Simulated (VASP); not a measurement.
Given:

```xyz
3
Lattice="0.0000 3.1358 3.1358 3.1358 0.0000 3.1358 3.1358 3.1358 0.0000" Properties=species:S:1:pos:R:3 pbc="T T T"
Mg     1.5679     1.5679     1.5679
Mg     4.7037     4.7037     4.7037
Ge     0.0000     0.0000     0.0000
```

All values below come from LDA (Ceperley-Alder, Perdew-Zunger), VASP's LDA PAW potentials (set 64) (plane waves; VASP). Numerical set-up: 520 eV cut-off, Gaussian smearing of 0.050 eV, potentials Mg Ge_d.

Give the energies of bands 7 to 12 at the high-symmetry points, in eV from the valence-band maximum.

```
band     Γ      X      U      L      W
----  ----  -----  -----  -----  -----
7     0.00  -4.68  -4.23  -5.02  -3.79
8     0.00  -2.08  -3.64  -0.75  -3.79
9     0.00  -2.08  -1.74  -0.75  -2.82
10    1.22   0.09   0.71   1.14   2.81
11    2.91   0.60   3.22   2.81   3.86
12    2.91   8.13   6.25   2.81   3.92
```

The gap is indirect, 0.09 eV, from the valence maximum at Γ to the conduction minimum at X.

Measured: gap 0.74 eV (computed value off by -0.65 eV), as given by Byungki Ryu et al., Journal of the Korean Physical Society (2019), arXiv:1905.06140.

The compound is Mg2Ge in the antifluorite structure. It was relaxed first, which changed the volume by -5 %.
